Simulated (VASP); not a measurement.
Write the native input for VASP 6.6.1 that does the following.

```
Task                   : relaxation of shape and atoms at fixed volume
Functional             : PBE
Potentials or basis    : VASP PAW PBE potentials, release 64 (Sn_d, O)
Cutoff                 : 600 eV
k mesh                 : 6 × 6 × 8
Occupations            : gaussian, width 0.02 eV
Spin                   : no spin polarisation
Dipole correction      : no
Further INCAR settings : ALGO = Fast; EDIFF = 1e-06; IBRION = 2; EDIFFG = -0.01; NSW = 50; ISIF = 4
```

The structure of SnO2 (Cassiterite) lies in POSCAR:

```
SnO2
1.0
    4.6555776586      0.0000000000      0.0000000000
    0.0000000000      4.6555776586      0.0000000000
    0.0000000000      0.0000000000      3.1681844642
Sn O
2 4
Direct
    0.0000000000      0.0000000000      0.0000000000
    0.5000000000      0.5000000000      0.5000000000
    0.3056031426      0.3056031426      0.0000000000
    0.1943968574      0.8056031426      0.5000000000
    0.6943968574      0.6943968574      0.0000000000
    0.8056031426      0.1943968574      0.5000000000
```

These files were run (other wordings do the same):

INCAR

```
  PREC = Accurate
  ENCUT = 600
  EDIFF = 1E-6
  ISMEAR = 0
  SIGMA = 0.02
  LREAL = False
  LASPH = True
  NELM = 100
  ALGO = Fast
  ISIF = 4
  LWAVE = False
  LCHARG = False
  GGA = PE
  IBRION = 2
  NSW = 50
  EDIFFG = -0.01
```

KPOINTS

```
Automatic mesh
0
Gamma
  6 6 8
```

Potentials or basis: VASP PAW PBE potentials, release 64 (Sn_d, O).

The run is started by

```bash
$ cat potpaw_PBE.64/Sn_d/POTCAR potpaw_PBE.64/O/POTCAR > POTCAR
$ mpirun -np 1 vasp_std > vasp.out
```

It gave:

```
Energy gained by relaxing : 0.5 meV/atom
Ionic steps               : 5
Pressure after relaxing   : 20.9 GPa
Band gap on the k mesh    : 1.67 eV, direct
```

Caveat: spin-orbit coupling is left out, which moves the levels of the heavy elements.

Wall time 5.2 min on 1 thread of Intel(R) Xeon(R) Platinum 8259CL CPU @ 2.50GHz (Skylake/Cascade Lake) (shared host), peak memory 0.27 GiB.
